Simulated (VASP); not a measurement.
## Pd2Rh2 (ordered alloy cell): computed properties

Calculation: PBEsol GGA, VASP's PBE PAW potentials (set 64) (plane waves; VASP).

For Pd2Rh2, the space group is R-3m (166). The cell comes out as a = b = 2.703 Å, c = 26.432 Å, α = β = 90.00°, γ = 120.00°, the volume per atom is 13.94 Å³/atom and the band gap (over mesh and band path) is none (metal, semimetal or under 0.01 eV). The density is 12.47 g/cm³.

```
CELL_PARAMETERS angstrom
      0.00000     1.91156     1.91156
      1.91156     0.00000     1.91156
      7.63550     7.63550     0.01073
ATOMIC_POSITIONS crystal
  Rh 0.99264 0.99264 0.00552
  Rh 0.00736 0.00736 0.24448
  Pd 0.00513 0.00513 0.49615
  Pd 0.99487 0.99487 0.75385
```

The structure was generated: Pd2Rh2 was put into an ordered model structure (R-3m), which need not be its known phase. It was relaxed first. Symmetry was kept, so distortions that lower it aren't found.
